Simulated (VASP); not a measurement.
Method: RPBE GGA, VASP's PBE PAW potentials (set 64) (plane waves; VASP).

VASP ran on this input.

INCAR:
```
ENCUT=520
LCHARG=.FALSE.
ALGO=Normal
LREAL=.FALSE.   # projection in real space or not
ISMEAR=0   # Gaussian
LMAXMIX=6
LWAVE=.FALSE.
PREC=Accurate
SIGMA=0.05
LASPH=.TRUE.
ISIF=2   # forces and stress, cell fixed
NELM=100
EDIFF=1E-6
SYSTEM=GdN
GGA=RP
```

**POSCAR**
```
GdN
3.5386620
  0.0000000000   0.6894198994   0.7243619198
  0.7180233659   0.0000000000   0.7243619198
  0.7180233659   0.6894198994   0.0000000000
Gd N
1 1
Cart
  0.0000000000   0.0000000000   0.0000000000
  0.7253586926   0.6894198994   0.7243619198
```

File KPOINTS:
```
Regular mesh
0
G
8 8 8
```

POTCAR, in this order: Gd_3 N (PBE.64 set). Program: vasp_std.

Output

OSZICAR:
```
       N       E                     dE             d eps       ncg     rms          rms(c)
DAV:   1     0.457773751922E+02    0.45777E+02   -0.68311E+03  2090   0.118E+03
DAV:   2    -0.143637920123E+02   -0.60141E+02   -0.55949E+02  2744   0.234E+02
DAV:   3    -0.175473656651E+02   -0.31836E+01   -0.31217E+01  2792   0.438E+01
DAV:   4    -0.175940223786E+02   -0.46657E-01   -0.46568E-01  2600   0.469E+00
DAV:   5    -0.175949263619E+02   -0.90398E-03   -0.90351E-03  2793   0.559E-01    0.257E+01
DAV:   6    -0.154636886441E+02    0.21312E+01   -0.19011E+01  2444   0.261E+01    0.236E+01
DAV:   7    -0.152802888201E+02    0.18340E+00   -0.14459E+00  2458   0.790E+00    0.163E+01
DAV:   8    -0.152900700342E+02   -0.97812E-02   -0.12304E-01  2428   0.390E+00    0.597E+00
DAV:   9    -0.152855280669E+02    0.45420E-02   -0.14413E-02  2519   0.106E+00    0.619E-01
DAV:  10    -0.152860103768E+02   -0.48231E-03   -0.80654E-04  2741   0.268E-01    0.430E-01
DAV:  11    -0.152860124955E+02   -0.21187E-05   -0.15060E-04  2689   0.948E-02    0.257E-02
DAV:  12    -0.152860149463E+02   -0.24508E-05   -0.88103E-06  2612   0.304E-02    0.126E-02
DAV:  13    -0.152860149702E+02   -0.23857E-07   -0.13620E-06  1770   0.877E-03
   1 F= -.15286015E+02 E0= -.15285983E+02  d E =-.641852E-04
```

File OUTCAR:
```
------------------------ aborting loop because EDIFF is reached ----------------------------------------
  FORCE on cell =-STRESS in cart. coord.  units (eV):
  Direction    XX          YY          ZZ          XY          YZ          ZX
  --------------------------------------------------------------------------------------
  Total       -0.5376421      1.2829002     -0.8677478      0.0000000      0.0000000      0.0000000
  in kB      -27.1068215     64.6812223    -43.7500782      0.0000000      0.0000000      0.0000000
  external PRESSURE =      -2.0585591 kB  Pullay stress =       0.0000000 kB
  volume of cell :       31.78
      direct lattice vectors                 reciprocal lattice vectors
     0.000000000  2.439624000  2.563272000    -0.196785160  0.204949615  0.195063185
     2.540842000  0.000000000  2.563272000     0.196785160 -0.204949615  0.195063185
     2.540842000  2.439624000  0.000000000     0.196785160  0.204949615 -0.195063185
 POSITION                                       TOTAL-FORCE (eV/Angst)
 -----------------------------------------------------------------------------------
      0.00000      0.00000      0.00000        -0.029231      0.000000      0.000000
      2.56680      2.43962      2.56327         0.029231      0.000000      0.000000
 -----------------------------------------------------------------------------------
    total drift:                                0.000104     -0.000000     -0.000000
  FREE ENERGIE OF THE ION-ELECTRON SYSTEM (eV)
  ---------------------------------------------------
  free  energy   TOTEN  =       -15.2860149702 eV

  energy  without entropy=      -15.2859507850  energy(sigma->0) =      -15.28598288
```
(Selected blocks of OUTCAR.)

### OUTCAR
```
 val. band max:        3.9821868883   @ k =   0.5000   0.0000   0.5000

 cond. band min:       4.0678897992   @ k =   0.0000   0.5000   0.5000


 Fermi energy:         4.0216367814

 k-point     1 :       0.0000    0.0000    0.0000
  band No.  band energies     occupation
      1     -16.0738      2.00000
      2     -16.0579      2.00000
      3     -16.0124      2.00000
      4      -8.9082      2.00000
      5       3.8450      2.00000
      6       3.8797      1.99994
      7       4.0849      0.07372
      8       6.7873      0.00000
      9       6.8582      0.00000
     10       7.2088      0.00000
     11       7.2204      0.00000

 k-point     2 :       0.1250    0.0000   -0.0000
  band No.  band energies     occupation
      1     -16.2431      2.00000
      2     -16.0845      2.00000
      3     -16.0375      2.00000
      4      -8.6398      2.00000
      5       2.9984      2.00000
      6       3.3744      2.00000
      7       3.5278      2.00000
      8       6.9981      0.00000
      9       7.2362      0.00000
     10       7.4559      0.00000
     11       8.1475      0.00000

 k-point     3 :       0.2500    0.0000   -0.0000
  band No.  band energies     occupation
      1     -16.6663      2.00000
      2     -16.1284      2.00000
      3     -16.0590      2.00000
      4      -8.0220      2.00000
      5       1.5435      2.00000
      6       2.5302      2.00000
      7       2.6183      2.00000
      8       7.4676      0.00000
      9       8.2825      0.00000
     10       8.3326      0.00000
     11       9.7763      0.00000

 k-point     4 :       0.3750    0.0000   -0.0000
  band No.  band energies     occupation
      1     -17.0439      2.00000
      2     -16.1714      2.00000
      3     -16.0786      2.00000
      4      -7.4225      2.00000
      5       0.4146      2.00000
      6       1.9084      2.00000
      7       1.9443      2.00000
      8       8.4561      0.00000
      9       9.5039      0.00000
...
```

The 4f electrons are frozen in the core of the lanthanide potential, so 4f levels, which can set the real gap, and their magnetism are missing.

The compound is GdN in the rock salt structure. The cell was not relaxed at this level, atoms are displaced from their ideal sites. The run is one of a series of settings (GGA = RP against the base run), some of them coarse on purpose.
